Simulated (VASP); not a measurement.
**Na2ClF: single point with r2SCAN**

The system is Na2ClF.

```
F Cl Na
1.0
     1.81069    1.04540    5.92066
    -1.81069    1.04540    5.92066
     0.00000   -2.09080    5.92066
F Cl Na
1 1 2
Direct
  0.00000 0.00000 0.00000
  0.50000 0.50000 0.50000
  0.26344 0.26344 0.26344
  0.73656 0.73656 0.73656
```

The cell was built by a generator and needn't be a form met in nature.

```yaml
Program: VASP 6.6.1
Task: single point
Functional: r2SCAN
Potentials_or_basis: VASP PAW PBE potentials, release 64 (F, Cl, Na_pv)
Cutoff: 520 eV
k_mesh: 8 × 8 × 8
Occupations: fermi-dirac, width 0.02 eV
Spin: no spin polarisation
Dipole_correction: no
Further_INCAR_settings: ALGO = Normal; EDIFF = 1e-06; NBANDS = 22
```

- Pressure: -0.4 GPa
- Largest force: 0.003 eV/Å
- Band gap on the k mesh: 5.05 eV, direct

Forces in eV/Å, atoms in the order of the input:
```
F    0.000  0.000  0.000
Cl   0.000  0.000  0.000
Na   0.000  0.000 -0.003
Na   0.000  0.000  0.003
```

Levels at points of the mesh, in eV from the valence-band top:
```
           k point  band 11  band 12  band 13  band 14  band 15  band 16  band 17  band 18
(0.00, 0.00, 0.00)    -2.18    -1.13     0.00     0.00     5.05     8.74    11.52    12.85
(0.50, 0.00, 0.00)    -2.29    -2.26    -1.30    -0.51     8.70     9.14     9.77    10.38
(0.50, 0.50, 0.00)    -2.30    -1.81    -1.08    -0.50     8.02     9.32     9.62    10.17
(0.50, 0.50, 0.50)    -2.17    -1.92    -0.01    -0.01     6.51     7.87    10.05    12.92
```

Wall time 11 min on 1 thread of AMD EPYC 9R45 (Zen 5) (shared host), peak memory 0.37 GiB.

Caveat: the PAW data sets were made with another functional, which shifts forces and pressure a little. A k mesh can miss the band edges.
